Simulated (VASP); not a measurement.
InBi, 2 atoms in the cell. The structure is cubic, space group F-43m (No. 216). Conventional cell: a = 6.767 Å, b = 6.767 Å, c = 6.767 Å, α = 90.00°, β = 90.00°, γ = 90.00°. In (site symmetry -43m) is surrounded by 4 Bi at 2.93 Å. Around Bi (site symmetry -43m) lie 4 In at 2.93 Å. Measurements of this composition are mostly on another form, of space group No. 129.

| Item | Value |
| --- | --- |
| Program | VASP 6.6.1 |
| Task | electric field gradients |
| Functional | PBEsol |
| Potentials or basis | VASP PAW PBE potentials, release 64 (In_d, Bi_d) |
| Cutoff | 700 eV |
| k mesh | 9 × 9 × 9 |
| Occupations | fermi-dirac, width 0.05 eV |
| Spin | no spin polarisation |
| Further INCAR settings | ALGO = Normal; EDIFF = 1e-07 |

Potentials or basis: VASP PAW PBE potentials, release 64 (In_d, Bi_d).

The run is started by

```bash
$ cat potpaw_PBE.64/In_d/POTCAR potpaw_PBE.64/Bi_d/POTCAR > POTCAR
$ mpirun -np 1 vasp_std > vasp.out
```

Hardware: 1 thread of AMD EPYC 9R45 96-Core Processor (Zen 5) (shared host).

**Question.** How long does it take, and how much memory?

**Answer.** It took 48 s on 1 thread of AMD EPYC 9R45 96-Core Processor (Zen 5), on a shared host, peak memory 0.27 GiB. Counts: scf iterations 14, k points 35.
